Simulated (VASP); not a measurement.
VASP input:

**INCAR**
```
SYSTEM = NbPd3
PREC = Accurate; ENCUT = 300; LREAL = .FALSE.
LASPH = .TRUE.
EDIFF = 1E-6; NELM = 100; ALGO = Normal
LMAXMIX = 4
ISMEAR = -1; SIGMA = 0.1
GGA = PS
ISIF = 2
LWAVE = .FALSE.; LCHARG = .FALSE.
```

**POSCAR**
```
NbPd3
1
   -1.9085500000     1.9085500000     3.8773700000
    1.9085500000    -1.9085500000     3.8773700000
    1.9085500000     1.9085500000    -3.8773700000
Nb Pd
1 3
Direct
  0.0169230000  -0.0052760000   0.0041620000
  0.7425010000   0.2574730000   0.4969090000
  0.2516610000   0.7622630000   0.5161000000
  0.4889140000   0.4855390000  -0.0171710000
```

### KPOINTS
```
Automatic mesh
0
G
 5 5 7
0 0 0
```

POTCAR, in this order: Nb_sv Pd (PBE.64 set). Program: vasp_std.

### Question
Translate this PBEsol calculation to Ansatz.

### Answer
One equivalent input (not run):
Ansatz 0.2 input:
```yaml
crystal:
  lattice:
    - [-1.9085500, 1.9085500, 3.8773700]
    - [1.9085500, -1.9085500, 3.8773700]
    - [1.9085500, 1.9085500, -3.8773700]
  atoms:
    - { symbol: Nb, position: [0.0169230, -0.0052760, 0.0041620] }
    - { symbol: Pd, position: [0.7425010, 0.2574730, 0.4969090] }
    - { symbol: Pd, position: [0.2516610, 0.7622630, 0.5161000] }
    - { symbol: Pd, position: [0.4889140, 0.4855390, -0.0171710] }
kpoints:
  mp_grid: { grid: [5, 5, 7] }
hamiltonian:
  xc: pbesol
  pseudopotentials: { kind: paw }
scf:
  occupations: { method: fermi_dirac, width: 0.1 }
  max_iter: 100
output: { forces: true, stress: true, eigenvalues: true }
```
What does not carry over: each code has its own PAW files, so the cut-off isn't converted (ENCUT is set for VASP's; basis.ecutwfc is left out, and Ansatz then takes the one that its files recommend); Ansatz stops its SCF on the density residual and VASP on the energy change (EDIFF).

The structure comes from a measured NbPd3 entry of the Crystallography Open Database, whose conditions weren't checked. The cell was not relaxed at this level, atoms are displaced from their ideal sites. The k-mesh is coarse (spacing up to 0.37 per Å, 2π included), so the numbers may not be converged in it.
